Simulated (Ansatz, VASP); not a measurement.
GaF: VASP beside Ansatz

```xyz
2
Lattice="3.1659 0.0000 0.0000 0.0000 3.1659 0.0000 0.0000 0.0000 3.1659" Properties=species:S:1:pos:R:3 pbc="T T T"
Ga    0.0000    0.0000    0.0000
F     1.5830    1.5830    1.5830
```

The cell was built by a generator and needn't be a form met in nature.

Alike in both runs: task relaxation of cell and atoms; functional PBE; k mesh 8 × 8 × 8; occupations fermi-dirac, width 0.05 eV; no spin polarisation.

|  | VASP | Ansatz |
| --- | --- | --- |
| version | VASP 6.6.1 | Ansatz 0.2.0 |
| potentials or method | VASP PAW PBE potentials, release 64 (Ga_d_GW, F_GW) | Ansatz PAW |
| plane-wave cutoff (eV) | 630 | 420 |
| valence electrons in the cell | 20 | 20 |

|  | VASP | Ansatz | Ansatz less VASP |
| --- | --- | --- | --- |
| gap on the k mesh at the Fermi level, each at its own relaxed structure (eV) | 0.27 | 0.34 | +0.064 |
| relaxed volume (Å³/atom) | 15.74 | 15.87 | +0.122 |
| relaxed cell length with the largest relative difference (Å) | 3.158 | 3.166 | +0.0081 |

Caveats: the plane-wave basis is chosen anew once the cell has moved, so the energies of steps on either side of that aren't comparable (Ansatz); the pressure holds a Pulay correction of +0.4 GPa for the finite cutoff (Ansatz). A k mesh can miss the band edges. PBE gaps usually lie below the measured ones, often by a third to a half.
